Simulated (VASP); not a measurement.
VASP runs on MnAg₃ (space group Fm-3m) share one base input (PBE GGA, plane waves, VASP's PBE PAW potentials (set 64)) and change the settings named in each case.

### KPOINTS
```
Automatic
0
G
5 5 5
```

POSCAR:
```
MnAg3
1
    0.0000000000     3.4752190000     3.4752190000
    3.4752190000     0.0000000000     3.4752190000
    3.4752190000     3.4752190000     0.0000000000
Mn Ag
1 3
Direct
  0.0000000000   0.0000000000   0.0000000000
  0.5000000000   0.5000000000   0.5000000000
  0.2500000000   0.2500000000   0.2500000000
  0.7500000000   0.7500000000   0.7500000000
```

### INCAR
```
# general
SYSTEM  = MnAg3
PREC    = Accurate
ENCUT   = 300
LREAL   = F
LASPH   = T

# electronic loop
EDIFF   = 1E-6
NELM    = 100
ALGO    = Normal
LMAXMIX = 4

# smearing
ISMEAR  = -1
SIGMA   = 0.1

# functional
GGA     = PE

# spin
ISPIN   = 2
MAGMOM  = 4.0 3*0.0

# ions
ISIF    = 2

# output
LWAVE   = F
LCHARG  = F
LORBIT  = 11
```

POTCAR, in this order: Mn_pv Ag (PBE.64 set). Program: vasp_std.

```json
[
 {"change": "base run", "E(σ→0) (eV/atom)": "-3.9801", "pressure (GPa)": "-10.28", "−TS (eV)": "-0.0510"},
 {"change": "GGA = PS", "E(σ→0) (eV/atom)": "-4.4170", "pressure (GPa)": "(withheld)", "−TS (eV)": "(withheld)"},
 {"change": "GGA_COMPAT = .FALSE., ISPIN removed, LNONCOLLINEAR = .TRUE., LSORBIT = .TRUE., MAGMOM = 0.0 0.0 4.0 0.0 0.0 0.0 0.0 0.0 0.0 0.0 0.0 0.0, program vasp_ncl", "E(σ→0) (eV/atom)": "-4.0023", "pressure (GPa)": "(withheld)", "−TS (eV)": "(withheld)"},
 {"change": "KPOINTS 2×2×2 Γ-centred mesh", "E(σ→0) (eV/atom)": "-4.0629", "pressure (GPa)": "-11.06", "−TS (eV)": "-0.0903"}
]
```

Problem. Fill in the missing entries.

Solution. 
- GGA_COMPAT = .FALSE., ISPIN removed, LNONCOLLINEAR = .TRUE., LSORBIT = .TRUE., MAGMOM = 0.0 0.0 4.0 0.0 0.0 0.0 0.0 0.0 0.0 0.0 0.0 0.0, program vasp_ncl, pressure (GPa): -10.34
- GGA_COMPAT = .FALSE., ISPIN removed, LNONCOLLINEAR = .TRUE., LSORBIT = .TRUE., MAGMOM = 0.0 0.0 4.0 0.0 0.0 0.0 0.0 0.0 0.0 0.0 0.0 0.0, program vasp_ncl, −TS (eV): -0.0513
- GGA = PS, pressure (GPa): -14.50
- GGA = PS, −TS (eV): -0.0502

Energies of different potentials or functionals have different zeros.  At 300 eV the pressure can carry a Pulay error.

Left out are runs that ran out of time, are held back, or changed the cell or the kind of run, fixed moments of cells without a moment, rows past the twelfth, gaps on odd meshes, pressures of charged cells and columns that move by less than the noise.

The structure was generated: MnAg3 was put into an ordered model structure, which need not be its known phase. The cell was not relaxed at this level.
